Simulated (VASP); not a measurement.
PbS (relaxed from the alpha-GeTe structure, space group R3m): computed properties

All values below come from r2SCAN meta-GGA, VASP's PBE PAW potentials (set 64) (plane waves; VASP).

For PbS, the space group is R3m (160). The cell is a = b = 4.2217 Å, c = 10.3600 Å, α = β = 90.00°, γ = 120.00°, the volume per atom is 26.65 Å³/atom and the band gap (over mesh and band path) is 0.71 eV. The smallest direct gap (over mesh and band path) is 0.71 eV, the band-edge character is direct, L to L and the density is 7.45 g/cm³.

```
CELL_PARAMETERS angstrom
      2.11086     1.21871     3.45333
     -2.11086     1.21871     3.45333
      0.00000    -2.43741     3.45333
ATOMIC_POSITIONS crystal
  Pb 0.74806 0.74806 0.74806
  S  0.25194 0.25194 0.25194
```

Unless said otherwise, spin-orbit coupling is left out, though it shifts the bands of the heavy elements here.

The structure was generated: PbS was put into the alpha-GeTe type (R3m), which need not be its known phase. It was relaxed first. Symmetry was kept, so distortions that lower it aren't found.
